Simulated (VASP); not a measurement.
Ga2PN:

```
CELL_PARAMETERS angstrom
3.69016 0.00000 0.00000
0.00000 3.69016 0.00000
0.00000 0.00000 5.21173
ATOMIC_POSITIONS crystal
Ga 0.50000 0.00000 0.76218
Ga 0.00000 0.50000 0.23782
P 0.50000 0.50000 0.00000
N 0.00000 0.00000 0.50000
```

The cell was built by a generator and needn't be a form met in nature.

```yaml
Program: VASP 6.6.1
Task: relaxation of cell and atoms
Functional: PBE
Potentials_or_basis: VASP PAW PBE potentials, release 64 (Ga_d, P, N)
Cutoff: 520 eV
k_mesh: 4 × 4 × 3
Occupations: gaussian, width 0.15 eV
Spin: no spin polarisation
```

At the start: pressure -3.2 GPa; volume 17.74 Å³/atom.

Where does the relaxation end?

Over 10 steps the energy falls by 334.3 meV/atom and the volume is 15.99 Å³/atom (-9.9 %); space group P-4m2 (No. 115, to 0.05 Å).

Step by step:
| step | energy change (eV) | largest force (eV/Å) | pressure (GPa) | volume (Å³) |
| --- | --- | --- | --- | --- |
| 1 | 0.0000 | 4.2028 | -3.15 | 70.97 |
| 2 | -1.1813 | 1.2038 | -3.62 | 67.43 |
| 3 | -1.3110 | 0.1399 | -2.38 | 65.90 |
| 4 | -1.3102 | 0.0407 | -3.18 | 66.00 |
| 5 | -1.3279 | 0.0111 | 2.71 | 62.67 |
| 6 | -1.3351 | 0.0412 | 0.76 | 63.81 |
| 7 | -1.3348 | 0.0337 | -0.56 | 64.06 |
| 8 | -1.3350 | 0.0030 | 0.40 | 63.90 |
| 9 | -1.3350 | 0.0136 | -0.28 | 63.94 |
| 10 | -1.3373 | 0.0265 | -0.08 | 63.96 |

Final structure:
```cif
data_structure
_symmetry_space_group_name_H-M 'P 1'
_symmetry_Int_Tables_number 1
_cell_length_a 3.5907
_cell_length_b 3.5907
_cell_length_c 4.9611
_cell_angle_alpha 90.000
_cell_angle_beta 90.000
_cell_angle_gamma 90.000
_cell_volume 63.96
loop_
_atom_site_label
_atom_site_type_symbol
_atom_site_fract_x
_atom_site_fract_y
_atom_site_fract_z
_atom_site_occupancy
Ga1 Ga 0.50000 0.00000 0.70641 1
Ga2 Ga 0.00000 0.50000 0.29359 1
P1 P 0.50000 0.50000 0.00000 1
N1 N 0.00000 0.00000 0.50000 1
```

Caveat: the k mesh is coarse (spacing up to 0.43 Å⁻¹), so the values aren't converged.
